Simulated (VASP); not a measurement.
Consider the following.

```xyz
2
Lattice="1.6659 -2.8855 0.0000 1.6659 2.8855 0.0000 0.0000 0.0000 5.2912" Properties=species:S:1:pos:R:3 pbc="T T T"
Sc     1.6659     0.9618     1.3228
Sc     1.6659    -0.9618     3.9684
```

All values below come from r2SCAN meta-GGA, VASP's PBE PAW potentials (set 64) (plane waves; VASP). Numerical set-up: 480 eV cut-off, 12×12×8 Γ-centred mesh, first-order Methfessel-Paxton smearing of 0.10 eV, potentials Sc_sv.

### Question
Give the stress tensor in GPa (positive for a compressed cell).

### Answer

```
-0.51   0.00   0.00
 0.00  -0.51   0.00
 0.00   0.00  -1.80
```
The pressure is its mean diagonal, -0.94 GPa.

The compound is Sc in the hcp structure. This cell was strained or had an atom moved on purpose.
